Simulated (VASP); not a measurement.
A VASP calculation is set up with these files.

### KPOINTS
```
Automatic mesh
0
Gamma
12 12 12
0 0 0
```

POSCAR:
```
Rh
1
    0.0000000000     1.9000000000     1.9000000000
    1.9000000000     0.0000000000     1.9000000000
    1.9000000000     1.9000000000     0.0000000000
Rh
1
Direct
  0.0000000000   0.0000000000   0.0000000000
```

### INCAR
```
SYSTEM = Rh
PREC = Accurate
ENCUT = 400
EDIFF = 1E-6
NELM = 60
ALGO = Normal
LREAL = .FALSE.
LASPH = .TRUE.
ISMEAR = 1
SIGMA = 0.1
GGA = PE
LMAXMIX = 4
LWAVE = .FALSE.
LCHARG = .FALSE.
ISIF = 2
IMIX = 1
AMIX = 1.9
BMIX = 0.0001
```

POTCAR, in this order: Rh_pv (PBE.64 set). Program: vasp_std.

Output of the run:

**standard output**
```
 POSCAR found type information on POSCAR Rh
 POSCAR found :  1 types and       1 ions
 Reading from existing POTCAR
 Reading from existing POTCAR
 LDA part: xc-table for (Slater+PW92), standard interpolation
 POSCAR, INCAR and KPOINTS ok, starting setup
 WAVECAR not read
 entering main loop
       N       E                     dE             d eps       ncg     rms          rms(c)
DAV:   1     0.941237692445E+02    0.94124E+02   -0.83021E+03  1617   0.120E+03
DAV:   2    -0.661634225440E+01   -0.10074E+03   -0.96571E+02  1617   0.345E+02
DAV:   3    -0.775444124857E+01   -0.11381E+01   -0.11351E+01  1857   0.422E+01
DAV:   4    -0.776082322185E+01   -0.63820E-02   -0.63814E-02  1743   0.328E+00
DAV:   5    -0.776091614280E+01   -0.92921E-04   -0.92921E-04  1796   0.374E-01    0.102E+01
DAV:   6    -0.142375395458E+02   -0.64766E+01   -0.35011E+01  1638   0.850E+01    0.202E+01
DAV:   7    -0.834096631970E+02   -0.69172E+02   -0.46174E+02  1617   0.293E+02    0.117E+02
DAV:   8    -0.659440360192E+03   -0.57603E+03   -0.46196E+03  2381   0.116E+03    0.530E+02
DAV:   9    -0.323025874801E+04   -0.25708E+04   -0.24984E+04  2194   0.114E+03    0.919E+02
DAV:  10    -0.894809115297E+04   -0.57178E+04   -0.62229E+04  2306   0.142E+03    0.149E+03

 -----------------------------------------------------------------------------
|                                                                             |
|     EEEEEEE  RRRRRR   RRRRRR   OOOOOOO  RRRRRR      ###     ###     ###     |
|     E        R     R  R     R  O     O  R     R     ###     ###     ###     |
|     E        R     R  R     R  O     O  R     R     ###     ###     ###     |
|     EEEEE    RRRRRR   RRRRRR   O     O  RRRRRR       #       #       #      |
|     E        R   R    R   R    O     O  R   R                               |
|     E        R    R   R    R   O     O  R    R      ###     ###     ###     |
|     EEEEEEE  R     R  R     R  OOOOOOO  R     R     ###     ###     ###     |
|                                                                             |
|     ERROR FEXCP: supplied Exchange-correletion table                        |
|      is too small, maximal index : 3946                                     |
|                                                                             |
|       ---->  I REFUSE TO CONTINUE WITH THIS SICK JOB ... BYE!!! <----       |
|                                                                             |
 -----------------------------------------------------------------------------
```

Problem. From input and log, find the fault in this run and mend it.

Solution. The cause: simple mixing (IMIX = 1) with AMIX above 1 overshoots. VASP stops with an error: ERROR FEXCP: supplied Exchange-correletion table is too small, maximal index : 3946 ----> I REFUSE TO CONTINUE WITH THIS SICK JOB ... BYE!!! <---- To mend it, remove IMIX, remove AMIX, remove BMIX.

The mended run (PBE GGA, plane waves, VASP's PBE PAW potentials (set 64)) converges, and its OSZICAR ends with
```
   1 F= -.72530696E+01 E0= -.72531532E+01  d E =0.250918E-03
```

The compound is Rh in the fcc structure. The cell was not relaxed at this level.
